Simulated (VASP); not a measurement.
# Si2Sb2Te (R-3m) in VASP: further runs, part 2 of 2

VASP 6.6.1.

## 4. Single point, r2SCAN

This run uses another cell than the first one, of 24.09 Å³/atom, 1.006 times its volume.

The input, INCAR:

```
SYSTEM = Si2Sb2Te
ALGO     = Normal         ! electronic algorithm
EDIFF    = 1E-6           ! SCF threshold, eV
ENCUT    = 520            ! plane-wave cutoff, eV
ISIF     = 2              ! what is computed and relaxed
ISMEAR   = 0              ! smearing method
KPAR     = 4            
LASPH    = .True.         ! aspherical terms in the spheres
LCHARG   = .False.        ! write CHGCAR
LMIXTAU  = .True.       
LREAL    = .False.        ! projectors in reciprocal space
LWAVE    = .False.        ! write WAVECAR
METAGGA  = R2SCAN         ! meta-GGA
NELM     = 150            ! most SCF steps
PREC     = Accurate       ! precision mode
SIGMA    = 0.1            ! smearing width, eV
```

The input, KPOINTS:

```
k-points
0
Gamma
  8 8 8
  0 0 0
```

The input, POSCAR:

```
Si2Sb2Te                                
1.0
    1.9819378427      1.1442723503      8.8507825462
   -1.9819378427      1.1442723503      8.8507825462
    0.0000000000     -2.2885446902      8.8507825461
  Si              Sb              Te            
     2     2     1
Direct
     0.8118471317629771    0.8118471317629771    0.8118471317629629
     0.1881528682370230    0.1881528682370230    0.1881528682370372
     0.4137729447111133    0.4137729447111133    0.4137729447110635
     0.5862270552888867    0.5862270552888867    0.5862270552889365
     1.0000000000000000    1.0000000000000000    1.0000000000000000
```

Potentials or basis: VASP PAW PBE potentials, release 64 (Si, Sb, Te).

The run is started by

```sh
$ cat potpaw_PBE.64/Si/POTCAR potpaw_PBE.64/Sb/POTCAR potpaw_PBE.64/Te/POTCAR > POTCAR
$ mpirun -np 4 vasp_std > vasp.out
```

OUTCAR:

```text
SYSTEM = Si2Sb2Te
   EDIFF = 1E-6
   ENCUT = 520
   ISIF = 2
   ISMEAR = 0
   LASPH = .True.
   LREAL = .False.
   METAGGA = R2SCAN
   NELM = 150
   PREC = Accurate

 ion  position               nearest neighbor table
   1  0.812  0.812  0.812-   2 2.56   2 2.56   2 2.56   3 2.86   3 2.86   3 2.86
   2  0.188  0.188  0.188-   1 2.56   1 2.56   1 2.56   4 2.86   4 2.86   4 2.86
   3  0.414  0.414  0.414-   1 2.86   1 2.86   1 2.86   5 3.13   5 3.13   5 3.13
   4  0.586  0.586  0.586-   2 2.86   2 2.86   2 2.86   5 3.13   5 3.13   5 3.13
   5  0.000  0.000  0.000-   4 3.13   4 3.13   3 3.13   3 3.13   4 3.13   3 3.13

  LATTYP: Found a trigonal (rhomboedric) cell.
 ALAT       =     9.1418700770
 COS(alpha) =     0.9059973783

  Lattice vectors:

 A1 = (   1.9819378427,   1.1442723503,   8.8507825462)
 A2 = (  -1.9819378427,   1.1442723503,   8.8507825462)
 A3 = (   0.0000000000,  -2.2885446902,   8.8507825461)

Analysis of symmetry for initial positions (statically):
=====================================================================
 Subroutine PRICEL returns:
 Original cell was already a primitive cell.

 Routine SETGRP: Setting up the symmetry group for a
 trigonal (rhombohedral) supercell.

 Subroutine GETGRP returns: Found 12 space group operations
[... 175 lines left out ...]
 val. band max:        7.6465844866   @ k =   0.3750   0.3750   0.1250
 cond. band min:       7.6672488913   @ k =  -0.2500   0.1250   0.1250
 fundamental gap:      0.0206644047
 Fermi energy:         7.6651048488

 k-point     1 :       0.0000    0.0000    0.0000
  band No.  band energies     occupation
      1      -6.2068      2.00000
      2      -4.3373      2.00000
      3      -3.8166      2.00000
      4       0.7664      2.00000
      5       2.3387      2.00000
      6       6.4412      2.00000
[... 433 lines left out ...]
      3      -2.5560      2.00000
      4      -0.2164      2.00000
      5       2.7682      2.00000
      6       3.3455      2.00000
[... 8 lines left out ...]
     15       9.3896      0.00000
     16      10.4253      0.00000

 [... further k-points ...]
[... 5 lines left out ...]
  --------------------------------------------------------------------------------------
  -------------------------------------------------------------------------------------
  Total       -0.4893551     -0.4893551     -1.0657090      0.0000000     -0.0000000      0.0000000
  in kB       -6.5100200     -6.5100200    -14.1774082      0.0000000     -0.0000000      0.0000000
  external PRESSURE =      -9.0658161 kB  Pullay stress =       0.0000000 kB

 VOLUME and BASIS-vectors are now :
 -----------------------------------------------------------------------------
  energy-cutoff  :      520.00
  volume of cell :      120.43
      direct lattice vectors                 reciprocal lattice vectors
     1.981937843  1.144272350  8.850782546     0.252278346  0.145652971  0.037661453
    -1.981937843  1.144272350  8.850782546    -0.252278346  0.145652971  0.037661453
     0.000000000 -2.288544690  8.850782546     0.000000000 -0.291305942  0.037661453

 POSITION                                       TOTAL-FORCE (eV/Angst)
 -----------------------------------------------------------------------------------
      0.00000      0.00000     21.55645         0.000000     -0.000000     -0.134205
      0.00000      0.00000      4.99590         0.000000      0.000000      0.134205
      0.00000      0.00000     10.98664         0.000000     -0.000000     -0.030388
      0.00000      0.00000     15.56570         0.000000      0.000000      0.030388
      0.00000      0.00000      0.00000        -0.000000      0.000000     -0.000000
 -----------------------------------------------------------------------------------
    total drift:                                0.000000     -0.000000      0.000000

  FREE ENERGIE OF THE ION-ELECTRON SYSTEM (eV)
  ---------------------------------------------------
  free  energy   TOTEN  =       -92.9233486030 eV

  energy  without entropy=      -92.9108744867  energy(sigma->0) =      -92.91711154
```

OSZICAR:

```text
N       E                     dE             d eps       ncg     rms          rms(c)
DAV:   1     0.271056201106E+02    0.27106E+02   -0.91553E+03  2080   0.125E+03
DAV:   2    -0.905545334884E+02   -0.11766E+03   -0.11623E+03  2688   0.188E+02
DAV:   3    -0.964159047381E+02   -0.58614E+01   -0.57197E+01  2888   0.443E+01
DAV:   4    -0.964917121850E+02   -0.75807E-01   -0.75611E-01  2560   0.561E+00
DAV:   5    -0.964926764436E+02   -0.96426E-03   -0.96416E-03  2952   0.668E-01    0.754E+00
DAV:   6    -0.946292585024E+02    0.18634E+01   -0.21243E+00  2736   0.765E+00    0.506E+00
DAV:   7    -0.928440678742E+02    0.17852E+01   -0.61079E-01  2320   0.537E+00    0.289E+00
DAV:   8    -0.928907432583E+02   -0.46675E-01   -0.10589E-01  2840   0.228E+00    0.521E-01
DAV:   9    -0.928855091438E+02    0.52341E-02   -0.22782E-02  2720   0.125E+00    0.386E-01
DAV:  10    -0.928956769373E+02   -0.10168E-01   -0.10237E-01  2368   0.271E+00    0.446E-01
DAV:  11    -0.929222043451E+02   -0.26527E-01   -0.20168E-02  2208   0.116E+00    0.657E-02
DAV:  12    -0.929233044955E+02   -0.11002E-02   -0.10260E-03  2824   0.257E-01    0.303E-02
DAV:  13    -0.929233147997E+02   -0.10304E-04   -0.17733E-04  2480   0.119E-01    0.393E-02
DAV:  14    -0.929233448888E+02   -0.30089E-04   -0.52746E-05  2720   0.555E-02    0.165E-02
DAV:  15    -0.929233346690E+02    0.10220E-04   -0.33205E-05  2408   0.491E-02    0.152E-02
DAV:  16    -0.929233486114E+02   -0.13942E-04   -0.63160E-06  2368   0.203E-02    0.462E-03
DAV:  17    -0.929233486030E+02    0.84326E-08   -0.34508E-06  2368   0.174E-02
   1 F= -.92923349E+02 E0= -.92917112E+02  d E =-.124741E-01
```

stdout:

```text
POSCAR found type information on POSCAR SiSbTe
 POSCAR found :  3 types and       5 ions
 scaLAPACK will be used
 -----------------------------------------------------------------------------
|                                                                             |
|                                                                             |
|     You enforced a specific xc type in the INCAR file but a different       |
|     I HOPE YOU KNOW WHAT YOU ARE DOING!                                     |
|                                                                             |
 -----------------------------------------------------------------------------

 LDA part: xc-table for (None), standard interpolation
 POSCAR, INCAR and KPOINTS ok, starting setup
 FFT: planning ... GRIDC
 FFT: planning ... GRID_SOFT
 FFT: planning ... GRID
 WAVECAR not read
 entering main loop
```

It took 11 min on 4 MPI ranks of AMD EPYC 9R45 (Zen 5), shared host; peak memory 0.89 GiB.

What came out:

```
Free energy            : -92.9233 eV
Pressure               : -0.9 GPa
Largest force          : 0.134 eV/Å
Band gap on the k mesh : none (metal or under the smearing width)
```

Forces on the atoms (eV/Å):
```
Si   0.000  0.000 -0.134
Si   0.000  0.000  0.134
Sb   0.000  0.000 -0.030
Sb   0.000  0.000  0.030
Te   0.000  0.000  0.000
```

Caveat: the PAW data sets were made with another functional, which shifts forces and pressure a little.
